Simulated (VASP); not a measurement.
Mo (bcc) is relaxed at rising pressure, each step from the one before. Symmetry mostly holds the structure type, and other phases were not tried. The mesh follows the cell, and a change of mesh leaves a small step in the series.

Data:

Mo is taken in the cubic space group Im-3m (No. 229), the bcc (W type) structure, Pearson symbol cI2. Conventional cell: a = 3.115 Å, b = 3.115 Å, c = 3.115 Å, α = 90.00°, β = 90.00°, γ = 90.00°. Mo on 2a has 8 Mo at 2.698 Å and 6 Mo at 3.115 Å. (Neighbours: up to the widest gap in distance over summed covalent radii, below 1.35, at either atom.)
(The calculation used a cell of 1 atom; values per cell refer to that cell.)

Calculation: LDA (Ceperley-Alder, Perdew-Zunger), VASP's LDA PAW potentials (set 64) (plane waves; VASP 6.6.1). Numerical set-up: 500 eV cut-off, 16×16×16 Γ-centred mesh, first-order Methfessel-Paxton smearing of 0.10 eV, potentials Mo_sv.

```
P (GPa)  V (Å³/atom)  H − H(0) (eV/atom)  space group  gap on the mesh (eV)    k-mesh
-------  -----------  ------------------  -----------  --------------------  --------
0              15.12               0.000        Im-3m                  0.00  16×16×16
5              14.87               0.468        Im-3m                  0.00  16×16×16
10             14.66               0.933        Im-3m                  0.00  17×17×17
20             14.25               1.835        Im-3m                  0.00  17×17×17
30               [?]                 [?]        Im-3m                  0.00  17×17×17
45               [?]                 [?]        Im-3m                  0.00  17×17×17
```

**Question.** Complete the blanks.

**Answer.** 
- 30, V (Å³/atom): 13.89
- 30, H − H(0) (eV/atom): 2.713
- 45, V (Å³/atom): 13.41
- 45, H − H(0) (eV/atom): 3.991

Pressures at which the relaxation failed are left out.

The compound is Mo in the bcc structure.
